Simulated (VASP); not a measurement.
Wanted: the native input for a VASP 6.6.1 run.

```yaml
Task: single point
Functional: LDA
Potentials_or_basis: VASP PAW LDA potentials, release 64 (Hf_pv, Pb_d)
Cutoff: 520 eV
k_mesh: 6 × 6 × 6
Occupations: gaussian, width 0.05 eV
Spin: no spin polarisation
Dipole_correction: no
Further_INCAR_settings: ALGO = Fast; EDIFF = 1e-06; NBANDS = 19
```

The structure of HfPb lies in POSCAR:

```
HfPb
1.0
    0.0000000000      3.0100000000      3.0100000000
    3.0100000000      0.0000000000      3.0100000000
    3.0100000000      3.0100000000      0.0000000000
Hf Pb
1 1
Direct
    0.0000000000      0.0000000000      0.0000000000
    0.5000000000      0.5000000000      0.5000000000
```

The cell comes from a database or a generator and needn't be the stable form of this composition.

The input as run:

INCAR

```
SYSTEM = HfPb
PREC = Accurate
ENCUT = 520
EDIFF = 1E-6
ISMEAR = 0
SIGMA = 0.05
LREAL = .False.
LASPH = .True.
NELM = 80
ALGO = Fast
ISIF = 2
LWAVE = .False.
LCHARG = .False.
GGA = CA
NBANDS = 19
```

KPOINTS

```
regular mesh
0
Gamma
  6 6 6
  0 0 0
```

Potentials or basis: VASP PAW LDA potentials, release 64 (Hf_pv, Pb_d).

Launch:

```sh
$ cat potpaw_LDA.64/Hf_pv/POTCAR potpaw_LDA.64/Pb_d/POTCAR > POTCAR
$ mpirun -np 1 vasp_std > vasp.out
```

It gave:

```json
{
 "Pressure": "-9.3 GPa",
 "Band gap on the k mesh": "none (metal or under the smearing width)"
}
```

It took 17 s on 1 thread of Intel(R) Xeon(R) Platinum 8375C CPU @ 2.90GHz (Ice Lake) (shared host), peak memory 0.16 GiB.
